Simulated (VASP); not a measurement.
**Ba (relaxed from the hcp structure, space group P6_3/mmc): computed properties**

Method: r2SCAN meta-GGA, VASP's PBE PAW potentials (set 64) (plane waves; VASP).

For Ba, the space group comes out as P6_3/mmc (194). The cell is a = 4.5139 Å, b = 4.5139 Å, c = 7.4963 Å, α = 90.00°, β = 90.00°, γ = 120.00° and the volume per atom is 66.14 Å^3/atom. The band gap (over mesh and band path) comes out as none (metal, semimetal or under 0.01 eV) and the density comes out as 3.45 g/cm³.

```cif
data_Ba2
_chemical_formula_sum 'Ba2'
_space_group_name_H-M_alt 'P 1'
_space_group_IT_number 1
_cell_length_a 4.51387
_cell_length_b 4.51387
_cell_length_c 7.49633
_cell_angle_alpha 90.000
_cell_angle_beta 90.000
_cell_angle_gamma 120.000
loop_
_space_group_symop_operation_xyz
  'x, y, z'
loop_
_atom_site_label
_atom_site_type_symbol
_atom_site_fract_x
_atom_site_fract_y
_atom_site_fract_z
_atom_site_occupancy
Ba1 Ba 0.33333 0.66667 0.25000 1
Ba2 Ba 0.66667 0.33333 0.75000 1
```

Unless said otherwise, spin-orbit coupling is left out, though it shifts the bands of the heavy elements here.

The structure was generated: Ba was put into the hcp type (P6_3/mmc), which need not be its known phase. It was relaxed first. Symmetry was kept, so distortions that lower it aren't found.
